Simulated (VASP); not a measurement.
# PdC18 in VASP: notebook, part 2 of 2

VASP 6.6.1. Earlier steps stand in the parts before.

**3. Relaxation of the atoms, PBE**

Input file INCAR:

```
ALGO = Normal ; EDIFF = 1E-6
EDIFFG = -0.03 ; ENCUT = 520
GGA = PE ; IBRION = 2
ISIF = 2 ; ISMEAR = 0
LASPH = True ; LCHARG = False
LREAL = Auto ; LWAVE = False
NELM = 100 ; NSW = 80
PREC = Accurate ; SIGMA = 0.05
```

Input file KPOINTS:

```
k-points
0
Gamma
  2 2 1
```

Input file POSCAR:

```
PdC18
1.0
    7.3980000000      0.0000000000      0.0000000000
   -3.6990000000      6.4068560000      0.0000000000
    0.0000000000      0.0000000000     11.0000000000
C Pd
18 1
Direct
    0.0000000000      0.0000000000      0.0909091000
    0.2222222000      0.1111111000      0.0909091000
    0.0000000000      0.3333333000      0.0909091000
    0.2222222000      0.4444444000      0.0909091000
    0.0000000000      0.6666667000      0.0909091000
    0.2222222000      0.7777778000      0.0909091000
    0.3333333000      0.0000000000      0.0909091000
    0.5555556000      0.1111111000      0.0909091000
    0.3333333000      0.3333333000      0.0909091000
    0.5555556000      0.4444444000      0.0909091000
    0.3333333000      0.6666667000      0.0909091000
    0.5555556000      0.7777778000      0.0909091000
    0.6666667000      0.0000000000      0.0909091000
    0.8888889000      0.1111111000      0.0909091000
    0.6666667000      0.3333333000      0.0909091000
    0.8888889000      0.4444444000      0.0909091000
    0.6666667000      0.6666667000      0.0909091000
    0.8888889000      0.7777778000      0.0909091000
    0.9116404000      0.9589582000      0.2836364000
```

Potentials or basis: VASP PAW PBE potentials, release 64 (C, Pd).

Started as:

```
cat potpaw_PBE.64/C/POTCAR potpaw_PBE.64/Pd/POTCAR > POTCAR
mpirun -np 1 vasp_std > vasp.out
```

Wall time 29 min (1 thread of Intel Xeon 6975P-C (Granite Rapids), shared host); peak memory 0.66 GiB.

The run converged. Its results:

| Property | Result |
| --- | --- |
| Free energy | -168.2494 eV |
| Energy gained by relaxing | 5.5 meV/atom |
| Ionic steps | 44 |
| Largest force after relaxing | 0.030 eV/Å |
| Band gap on the k mesh | 0.18 eV, direct |

Forces on the atoms (eV/Å):
```
C   -0.002 -0.013  0.000
C    0.014  0.004  0.000
C    0.006  0.007 -0.001
C    0.001  0.004 -0.006
C    0.010  0.008 -0.007
C    0.003 -0.005 -0.004
C    0.013 -0.012  0.009
C   -0.005  0.007  0.000
C    0.002  0.029  0.007
C    0.001 -0.007  0.000
C   -0.008 -0.010 -0.004
C   -0.008 -0.015  0.012
C   -0.011  0.022 -0.001
C   -0.003  0.001 -0.012
C   -0.009 -0.001  0.007
C    0.003 -0.009  0.015
C    0.004 -0.017 -0.002
C    0.005 -0.012 -0.020
Pd  -0.015  0.019  0.004
```

Step by step:
```
step  energy change (eV)  largest force (eV/Å)  pressure (GPa)
   1              0.0000                0.8404            0.86
   3             -0.0423                0.4139            0.89
   5             -0.0580                0.2589            0.95
   7             -0.0670                0.2638            1.01
   9             -0.0727                0.1900            1.05
  11             -0.0789                0.3749            1.04
  13             -0.0814                0.2920            1.03
  15             -0.0854                0.2298            1.02
  17             -0.0895                0.2008            1.00
  19             -0.0925                0.1386            0.97
  21             -0.0960                0.0975            0.93
  23             -0.0975                0.0975            0.90
  25             -0.0987                0.0936            0.89
  27             -0.1004                0.0787            0.88
  29             -0.1012                0.0686            0.88
  31             -0.1019                0.0586            0.88
  33             -0.1024                0.0507            0.87
  35             -0.1029                0.0451            0.87
  37             -0.1034                0.0469            0.87
  39             -0.1039                0.0486            0.88
  41             -0.1043                0.0588            0.88
  43             -0.1048                0.0600            0.88
  44             -0.1050                0.0298            0.88
```

Final structure:
```
C Pd
1.0
     7.39800    0.00000    0.00000
    -3.69900    6.40686    0.00000
     0.00000    0.00000   11.00000
C Pd
18 1
Direct
  0.99971 0.99947 0.09873
  0.22408 0.11175 0.08973
  0.99808 0.33329 0.09296
  0.22119 0.44375 0.08867
  0.99802 0.66451 0.09226
  0.22114 0.77693 0.08858
  0.33152 0.99879 0.08751
  0.55466 0.11032 0.08861
  0.33151 0.33230 0.08738
  0.55461 0.44376 0.08829
  0.33092 0.66528 0.08635
  0.55415 0.77681 0.08632
  0.66311 0.99787 0.09069
  0.88700 0.11125 0.09898
  0.66449 0.33202 0.08999
  0.88817 0.44385 0.09114
  0.66325 0.66486 0.09015
  0.88706 0.77514 0.09767
  0.93898 0.97701 0.28598
```

Levels at points of the mesh, in eV from the valence-band top:
```
           k point  band 38  band 39  band 40  band 41  band 42  band 43  band 44  band 45
(0.00, 0.00, 0.00)    -1.48    -1.47    -0.06     0.00     0.18     0.21     0.89     3.44
(0.50, 0.00, 0.00)    -1.53    -1.49    -1.20    -1.11     0.96     1.67     2.39     2.45
(0.00, 0.50, 0.00)    -1.54    -1.43    -1.26    -1.08     0.93     1.61     2.35     2.43
(0.50, 0.50, 0.00)    -1.54    -1.40    -1.25    -1.09     0.92     1.62     2.34     2.43
```

Caveat: the k mesh is coarse (spacing up to 0.49 Å⁻¹), so the values aren't converged.

**4. Single point, PBE**

Input file INCAR:

```
ALGO = Normal
EDIFF = 1E-6
ENCUT = 520
GGA = PE
ISIF = 2
ISMEAR = 0
LASPH = T
LCHARG = F
LREAL = Auto
LWAVE = F
NBANDS = 56
NELM = 100
PREC = Accurate
SIGMA = 0.05
```

KPOINTS is that of step 3.

Input file POSCAR:

```
PdC18
1.0
    7.3980000272      0.0000000157      0.0000000000
   -3.6990000000      6.4068559686      0.0000000000
    0.0000000000      0.0000000000     11.0000000000
C Pd
18 1
Direct
    0.0017322755     -0.0017322755      0.0979070768
    0.2261198193      0.1101039262      0.0973260473
    0.0025797696      0.3309814448      0.0872121103
    0.2243524943      0.4424085625      0.0880314569
    0.0033837598      0.6634005900      0.0898251857
    0.2245286861      0.7754713139      0.0858832294
    0.3365994100     -0.0033837598      0.0898251857
    0.5575656905      0.1090966214      0.0881159911
    0.3368750098      0.3318556381      0.0918226967
    0.5574338666      0.4425661334      0.0905811317
    0.3361322576      0.6638677424      0.0858232122
    0.5575914375      0.7756475057      0.0880314569
    0.6690185552     -0.0025797696      0.0872121103
    0.8895225852      0.1104774148      0.0894666432
    0.6693086788      0.3306913212      0.0896316802
    0.8909033786      0.4424343095      0.0881159911
    0.6681443619      0.6631249902      0.0918226967
    0.8898960738      0.7738801807      0.0973260473
    1.0323859897      0.9676140103      0.2851309407
```

Potentials or basis: VASP PAW PBE potentials, release 64 (C, Pd).

Started as:

```
cat potpaw_PBE.64/C/POTCAR potpaw_PBE.64/Pd/POTCAR > POTCAR
mpirun -np 1 vasp_std > vasp.out
```

OUTCAR:

```text
EDIFF = 1E-6
   ENCUT = 520
   GGA = PE
   ISIF = 2
   ISMEAR = 0
   LASPH = T
   LREAL = Auto
   NELM = 100
   PREC = Accurate

 ion  position               nearest neighbor table
   1  0.002  0.998  0.098-  18 1.44   2 1.44  14 1.44  19 2.10
   2  0.226  0.110  0.097-   9 1.42   7 1.44   1 1.44  19 2.43
   3  0.003  0.331  0.087-  14 1.41   4 1.42  16 1.43
   4  0.224  0.442  0.088-  11 1.42   3 1.42   9 1.43
   5  0.003  0.663  0.090-  16 1.42   6 1.42  18 1.44
   6  0.225  0.775  0.086-   7 1.42   5 1.42  11 1.43
   7  0.337  0.997  0.090-   8 1.42   6 1.42   2 1.44
[... 393 lines left out ...]
  Total        6.0235935      2.7756777     -0.0791418     -2.8127775     -0.0010746      0.0018628
  in kB       18.5103343      8.5295800     -0.2432006     -8.6435867     -0.0033022      0.0057243
  external PRESSURE =       8.9322379 kB  Pullay stress =       0.0000000 kB

 VOLUME and BASIS-vectors are now :
 -----------------------------------------------------------------------------
  energy-cutoff  :      520.00
  volume of cell :      521.38
      direct lattice vectors                 reciprocal lattice vectors
     7.398000027  0.000000016  0.000000000     0.135171667  0.078041398  0.000000000
    -3.699000000  6.406855969  0.000000000    -0.000000000  0.156082797  0.000000000
     0.000000000  0.000000000 11.000000000     0.000000000  0.000000000  0.090909091

 POSITION                                       TOTAL-FORCE (eV/Angst)
 -----------------------------------------------------------------------------------
     -3.67978      6.39576      1.07698         0.003724     -0.002150     -0.008487
      1.26556      0.70542      1.07059         0.031711     -0.026076      0.012953
     -1.20522      2.12055      0.95933        -0.007368      0.008569     -0.001969
      0.02329      2.83445      0.96835         0.004378      0.002005     -0.000954
     -2.42889      4.25031      0.98808        -0.018647      0.008536     -0.005297
     -1.20741      4.96833      0.94472        -0.006959      0.004018     -0.001277
[... 11 lines left out ...]
      3.72087      4.95814      1.07059         0.038438     -0.014425      0.012953
     -3.33961      6.19936      3.13644         0.002661     -0.001537      0.007309
 -----------------------------------------------------------------------------------
    total drift:                               -0.012285      0.007093      0.018853

  FREE ENERGIE OF THE ION-ELECTRON SYSTEM (eV)
  ---------------------------------------------------
  free  energy   TOTEN  =      -168.2484958075 eV

  energy  without entropy=     -168.2478934218  energy(sigma->0) =     -168.24819461
```

stdout:

```text
POSCAR found type information on POSCAR C Pd
 POSCAR found :  2 types and      19 ions
 scaLAPACK will be used
 LDA part: xc-table for (Slater+PW92), standard interpolation
 POSCAR, INCAR and KPOINTS ok, starting setup
 FFT: planning ... GRIDC
 FFT: planning ... GRID_SOFT
 FFT: planning ... GRID
 WAVECAR not read
 entering main loop
```

Wall time 1.7 min (1 thread of Intel Xeon 6975P-C (Granite Rapids), shared host); peak memory 0.55 GiB.

What came out:

- Free energy: -168.2485 eV
- Largest force: 0.043 eV/Å
- Band gap on the k mesh: 0.18 eV, direct

Forces in eV/Å, atoms in the order of the input:
```
C    0.004 -0.002 -0.008
C    0.032 -0.026  0.013
C   -0.007  0.009 -0.002
C    0.004  0.002 -0.001
C   -0.019  0.009 -0.005
C   -0.007  0.004 -0.001
C   -0.017  0.012 -0.005
C    0.000 -0.009 -0.001
C    0.004  0.013  0.001
C    0.016 -0.009  0.000
C   -0.011  0.006 -0.001
C    0.000 -0.005 -0.001
C   -0.011  0.002 -0.002
C   -0.008  0.005 -0.008
C   -0.019  0.011  0.002
C    0.008  0.005 -0.001
C   -0.009 -0.010  0.001
C    0.038 -0.014  0.013
Pd   0.003 -0.002  0.007
```

Caveat: the k mesh is coarse (spacing up to 0.49 Å⁻¹), so the values aren't converged.

**5. Summary**

```tsv
task	cell	gap on the mesh (eV)	largest force (eV/Å)
single point	P1, 27.44 Å³/atom	0.08	0.04
relaxation of the atoms	atoms relaxed	0.18	0.03
single point	Cm, 27.44 Å³/atom	0.18	0.04
```

Alike in all rows: level PBE; potentials or basis VASP PAW PBE potentials, release 64 (C, Pd); no spin polarisation; k mesh 2 × 2 × 1; cutoff (eV) 520; smearing gaussian 0.05 eV; the mesh is coarse, so values aren't converged.

Caveats: all runs use coarse meshes.

Absolute energies hang on the potentials; compare differences alone.
